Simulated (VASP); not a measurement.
Level of theory: PBE GGA with D4 dispersion, VASP's PBE PAW potentials (set 64) (plane waves; VASP 6.6.1).

VASP ran on this input.

**INCAR**
```
EDIFFG = -0.01
IVDW = 13   ! D4
LCHARG = .FALSE.
LWAVE = .FALSE.
ISIF = 3
ISMEAR = 1   ! Methfessel-Paxton
LREAL = .FALSE.   ! projection in real space or not
SYSTEM = Y
GGA = PE   ! PBE
NELM = 100
NSW = 60
EDIFF = 1E-6   ! SCF stop (eV)
LMAXMIX = 4   ! l cut-off of mixed one-centre charges
IBRION = 2   ! conjugate gradients
PREC = Accurate
ENCUT = 520   ! plane-wave cut-off (eV)
LASPH = .TRUE.
ALGO = Normal   ! blocked Davidson
SIGMA = 0.1   ! width (eV)
```

File KPOINTS:
```
Automatic mesh
0
Gamma
  11 11 6
```

POSCAR:
```
Y
1
    1.8125694302    -3.1394626158    -0.0000000000
    1.8125694302     3.1394626158     0.0000000000
   -0.0000000000    -0.0000000000     5.5878404204
Y
2
Direct
  0.3333330000   0.6666670000   0.2500000000
  0.6666670000   0.3333330000   0.7500000000
```

POTCAR, in this order: Y_sv (PBE.64 set). Program: vasp_std.

Output of the run:

### OSZICAR
```
       N       E                     dE             d eps       ncg     rms          rms(c)
DAV:   1     0.899673248881E+02    0.89967E+02   -0.11612E+04  1920   0.139E+03
DAV:   2    -0.554852115137E+01   -0.95516E+02   -0.94284E+02  2340   0.290E+02
DAV:   3    -0.130980805201E+02   -0.75496E+01   -0.74415E+01  3663   0.487E+01
DAV:   4    -0.132299860045E+02   -0.13191E+00   -0.13187E+00  2160   0.762E+00
DAV:   5    -0.132334350997E+02   -0.34491E-02   -0.34489E-02  2846   0.915E-01    0.333E+01
DAV:   6    -0.129218132664E+02    0.31162E+00   -0.42186E-01  1934   0.473E+00    0.207E+01
DAV:   7    -0.128756090988E+02    0.46204E-01   -0.84098E-01  2456   0.614E+00    0.190E+00
DAV:   8    -0.128654509625E+02    0.10158E-01   -0.17364E-01  2319   0.273E+00    0.137E+00
DAV:   9    -0.128643553947E+02    0.10956E-02   -0.44205E-03  2713   0.470E-01    0.479E-01
DAV:  10    -0.128645688336E+02   -0.21344E-03   -0.22308E-03  1976   0.497E-01    0.398E-01
DAV:  11    -0.128644821108E+02    0.86723E-04   -0.17823E-04  2214   0.139E-01    0.453E-02
DAV:  12    -0.128644768519E+02    0.52588E-05   -0.33789E-05  2139   0.580E-02    0.218E-02
DAV:  13    -0.128644784338E+02   -0.15819E-05   -0.63152E-06  2137   0.257E-02    0.164E-03
DAV:  14    -0.128644785424E+02   -0.10862E-06   -0.14314E-07  1191   0.294E-03
   1 F= -.13360645E+02 E0= -.13361924E+02  d E =-.133606E+02
       N       E                     dE             d eps       ncg     rms          rms(c)
DAV:   1    -0.128642198086E+02    0.25863E-03   -0.12291E-02  2704   0.813E-01    0.163E-01
DAV:   2    -0.128637698178E+02    0.44999E-03   -0.11310E-03  2421   0.244E-01    0.718E-02
DAV:   3    -0.128636637951E+02    0.10602E-03   -0.92219E-04  3269   0.169E-01    0.462E-02
DAV:   4    -0.128636758242E+02   -0.12029E-04   -0.41122E-05  2277   0.392E-02    0.343E-02
DAV:   5    -0.128637028863E+02   -0.27062E-04   -0.36862E-05  3187   0.287E-02    0.151E-02
DAV:   6    -0.128637028734E+02    0.12900E-07   -0.23168E-06  1438   0.118E-02
   2 F= -.13360667E+02 E0= -.13361950E+02  d E =-.224182E-04
       N       E                     dE             d eps       ncg     rms          rms(c)
DAV:   1    -0.128638904206E+02   -0.18753E-03   -0.50762E-04  2746   0.163E-01    0.323E-02
DAV:   2    -0.128638733491E+02    0.17071E-04   -0.45234E-05  2450   0.488E-02    0.141E-02
DAV:   3    -0.128638698718E+02    0.34772E-05   -0.36890E-05  3290   0.337E-02    0.876E-03
DAV:   4    -0.128638698292E+02    0.42651E-07   -0.14715E-06  1388   0.809E-03
   3 F= -.13360669E+02 E0= -.13361952E+02  d E =-.242986E-04
```

### OUTCAR
```
------------------------ aborting loop because EDIFF is reached ----------------------------------------
  Edisp (eV):   -0.49680
  FORCE on cell =-STRESS in cart. coord.  units (eV):
  Direction    XX          YY          ZZ          XY          YZ          ZX
  --------------------------------------------------------------------------------------
  Total      -0.00664    -0.00664     0.00587     0.00000     0.00000     0.00000
  in kB      -0.16752    -0.16752     0.14819     0.00000     0.00000     0.00000
  external pressure =       -0.06 kB  Pullay stress =        0.00 kB
  volume of cell :       63.51
      direct lattice vectors                 reciprocal lattice vectors
     1.811405448 -3.137446538  0.000000000     0.276028760 -0.159365265  0.000000000
     1.811405448  3.137446538 -0.000000000     0.276028760  0.159365265  0.000000000
     0.000000000  0.000000000  5.587727969     0.000000000  0.000000000  0.178963616
 POSITION                                       TOTAL-FORCE (eV/Angst)
 -----------------------------------------------------------------------------------
      1.81141      1.04582      1.39693        -0.000000      0.000000      0.000000
      1.81141     -1.04582      4.19080         0.000000     -0.000000      0.000000
 -----------------------------------------------------------------------------------
    total drift:                                0.000064      0.000514     -0.000009
  FREE ENERGIE OF THE ION-ELECTRON SYSTEM (eV)
  ---------------------------------------------------
  free  energy   TOTEN  =       -13.3606691231 eV

  energy  without entropy=      -13.3645163520  energy(sigma->0) =      -13.36195153

 reached required accuracy - stopping structural energy minimisation
```
(Selected blocks of OUTCAR.)

CONTCAR:
```
Y
   1.00000000000000
     1.8114054476097514   -3.1374465382935419    0.0000000000000000
     1.8114054476097514    3.1374465382935419   -0.0000000000000000
     0.0000000000000000    0.0000000000000000    5.5877279690140371
  Y
     2
Direct
     0.3333330000000032    0.6666669999999968    0.2500000000000000
     0.6666669999999968    0.3333330000000032    0.7500000000000000
```

The compound is Y in the hcp structure. This run relaxes it. Symmetry was kept, so distortions that lower it aren't found. The start is the result of an earlier pass.
